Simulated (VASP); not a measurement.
Here is the system:

```xyz
2
Lattice="0.0000 2.8714 2.8714 2.8714 0.0000 2.8714 2.8714 2.8714 0.0000" Properties=species:S:1:pos:R:3 pbc="T T T"
Si     5.7428     2.8714     2.8714
Y      2.8714     2.8714     2.8714
```

Computed with PBEsol GGA, VASP's PBE PAW potentials (set 64) (plane waves; VASP). Numerical set-up: 400 eV cut-off, Gaussian smearing of 0.050 eV, potentials Si Y_sv.

Task: Give the energies of bands 5 to 10 at the high-symmetry points, in eV from the Fermi level.

Result: 
```tsv
band	Γ	X	U	L	W
5	-8.09	-6.48	-6.14	-5.78	-6.09
6	1.86	-1.51	-1.57	-3.29	-1.22
7	1.86	-0.09	-1.39	-0.67	-1.22
8	1.86	0.95	0.04	-0.67	-0.97
9	2.46	0.95	2.06	4.58	3.71
10	2.46	3.69	4.75	4.58	3.71
```

It has no gap at this level: it comes out as a metal or semimetal.

The structure was generated: YSi was put into the rocksalt type (Fm-3m), which need not be its known phase. It was relaxed first, which changed the volume by -15 %. The electron count is odd and the run is not spin-polarised, which forces a metal.
